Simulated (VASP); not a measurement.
Consider the following.

```xyz
1
Lattice="-3.0234 3.0234 3.0234 3.0234 -3.0234 3.0234 3.0234 3.0234 -3.0234" Properties=species:S:1:pos:R:3 pbc="T T T"
Cs     0.0000     0.0000     0.0000
```

Level of theory: PBE GGA with D3 dispersion (Becke-Johnson damping), VASP's PBE PAW potentials (set 64) (plane waves; VASP). Run with 520 eV cut-off, Gaussian smearing of 0.050 eV, potentials Cs_sv.

Give the energies of bands 5 to 7 at the high-symmetry points, in eV from the Fermi level.

```tsv
band	Γ	H	N	P
5	-1.73	0.60	0.01	0.99
6	2.50	0.60	0.90	0.99
7	2.50	3.10	1.62	0.99
```

It has no gap at this level: it comes out as a metal or semimetal.

The compound is Cs in the bcc structure. It was relaxed first.
